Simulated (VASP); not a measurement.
Data:

```xyz
3
Lattice="0.0000 2.6865 2.6865 2.6865 0.0000 2.6865 2.6865 2.6865 0.0000" Properties=species:S:1:pos:R:3 pbc="T T T"
Co     0.0000     0.0000     0.0000
Si     1.3433     1.3433     1.3433
Si     4.0298     4.0298     4.0298
```

Method: optB88-vdW, VASP's PBE PAW potentials (set 64) (plane waves; VASP). Settings: 520 eV cut-off, 10×10×10 Γ-centred mesh, first-order Methfessel-Paxton smearing of 0.10 eV, potentials Co Si.

**Question.** Predict the energy per atom (σ→0), band gap (on the k-mesh) with the smallest direct gap where there is one.

**Answer.** 
```yaml
band gap (on the k-mesh): none (metal, semimetal or under 0.01 eV)
energy per atom (σ→0): -4.617 eV/atom
```

The compound is CoSi2 in the fluorite structure. It was relaxed first. The run is not spin-polarised, so no magnetic state was tried. The electron count is odd and the run is not spin-polarised, which forces a metal.
